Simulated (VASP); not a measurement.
```
GaAs
1.0
    0.00000     2.82500     2.82500
    2.82500     0.00000     2.82500
    2.82500     2.82500     0.00000
Ga As
1 1
Direct
  0.00000   0.00000   0.00000
  0.25000   0.25000   0.25000
```

The numbers are results of PBE GGA, VASP's PBE PAW potentials (set 64) (plane waves; VASP), not measurements. Run with EDIFF = 1E-5, 400 eV cut-off, 7×7×7 Γ-centred mesh, Gaussian smearing of 0.050 eV, potentials Ga_d As.

Question: Predict the energy per atom (σ→0), pressure, band gap (on the k-mesh) with the smallest direct gap where there is one.

Answer: 
| Item | Value |
|---|---|
| band gap (on the k-mesh) | 0.53 eV |
| smallest direct gap (on the k-mesh) | 0.53 eV |
| energy per atom (σ→0) | -397.4 kJ/mol of atoms |
| pressure | 3.39 GPa |

Only differences to runs with the same potentials and settings are physical.

The compound is GaAs in the zinc blende structure. The cell was not relaxed at this level. The run is one of a series of settings (EDIFF = 1E-5 against the base run), some of them coarse on purpose.
